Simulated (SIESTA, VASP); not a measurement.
An input for SIESTA (GGA PBE, numerical atomic orbitals DZP, PseudoDojo PBE standard norm-conserving potentials (rewritten from UPF to PSML)):

```
# files in the folder: B.psml N.psml (PseudoDojo PBE standard)
SystemName  BN
SystemLabel siesta

NumberOfAtoms                4
NumberOfSpecies              2
%block ChemicalSpeciesLabel
  1 5 B
  2 7 N
%endblock ChemicalSpeciesLabel
LatticeConstant              1.0 Ang
%block LatticeVectors
     1.223079000   -2.118435000    0.000000000
     1.223079000    2.118435000    0.000000000
     0.000000000    0.000000000    6.506154000
%endblock LatticeVectors
AtomicCoordinatesFormat      ScaledCartesian
%block AtomicCoordinatesAndAtomicSpecies
     1.223079000    0.706145014    1.626538500  1
     1.223079000   -0.706145014    4.879615500  1
     1.223079000   -0.706145014    1.626538500  2
     1.223079000    0.706145014    4.879615500  2
%endblock AtomicCoordinatesAndAtomicSpecies

XC.functional                GGA
XC.authors                   PBE
PAO.BasisSize                DZP
PAO.EnergyShift              0.01 Ry
MeshCutoff                   350 Ry
%block kgrid.MonkhorstPack
   10   0   0  0.0
    0  10   0  0.0
    0   0   4  0.0
%endblock kgrid.MonkhorstPack
OccupationFunction           FD
ElectronicTemperature        50.0 meV

MaxSCFIterations             150
SCF.Mixer.Method             Pulay
SCF.Mixer.Weight             0.1
SCF.Mixer.History            8
SCF.DM.Tolerance             1.0E-05
Diag.ParallelOverK           true
WriteForces                  true
Charge.Mulliken              end
```

### Question
Write the VASP files for the same calculation.

### Answer
One set of files that does it:

### POSCAR
```
BN
1
    1.2230790000    -2.1184350000     0.0000000000
    1.2230790000     2.1184350000     0.0000000000
    0.0000000000     0.0000000000     6.5061540000
B N
2 2
Direct
  0.3333330000   0.6666670000   0.2500000000
  0.6666670000   0.3333330000   0.7500000000
  0.6666670000   0.3333330000   0.2500000000
  0.3333330000   0.6666670000   0.7500000000
```

**KPOINTS**
```
Automatic mesh
0
Gamma
10 10 4
0 0 0
```

### INCAR
```
SYSTEM = BN
PREC = Accurate; ENCUT = 400; LREAL = .FALSE.
LASPH = .TRUE.
EDIFF = 1E-6; NELM = 100; ALGO = Normal
ISMEAR = -1; SIGMA = 0.05
GGA = PE
ISIF = 2
LWAVE = .FALSE.; LCHARG = .FALSE.
```

POTCAR, in this order: B N (PBE.64 set). Program: vasp_std.

The two runs describe the same crystal, functional and task. Each code takes its own potentials, basis and convergence tests.

The structure is a typed BN crystal (P6_3/mmc). The cell was not relaxed at this level, and it may have been scaled.
